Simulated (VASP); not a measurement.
```
CELL_PARAMETERS angstrom
      3.58311    -1.91447    -0.00038
      3.58311     1.91447    -0.00038
     -2.16755     0.00000     7.09392
ATOMIC_POSITIONS crystal
  Ca 0.79772 0.79772 0.75349
  Ca 0.20228 0.20228 0.24651
  C  0.07919 0.07919 0.56431
  C  0.92081 0.92081 0.43569
  C  0.45182 0.45182 0.05816
  C  0.54818 0.54818 0.94184
```

Calculation: r2SCAN meta-GGA, VASP's PBE PAW potentials (set 64) (plane waves; VASP). Numerical set-up: 520 eV cut-off, 7×7×4 Γ-centred mesh, tetrahedra with Blöchl corrections, potentials Ca_sv C.

The cores are frozen, which limits the accuracy of field gradients.

Q: Give the principal components of the electric field gradient (V/Å²) and the asymmetry η at each nucleus.

A: 
```
atom    Vxx   Vyy    Vzz     η
----  -----  ----  -----  ----
Ca1   -14.2  -0.5   14.6  0.94
Ca2   -14.2  -0.5   14.6  0.94
C3     38.2  37.7  -75.9  0.01
C4     38.2  37.7  -75.9  0.01
C5     40.0  39.0  -78.9  0.01
C6     40.0  39.0  -78.9  0.01
```

The structure comes from a computed database's CaC2 entry (C2/m); how it stands against other phases isn't given here. It was relaxed first.
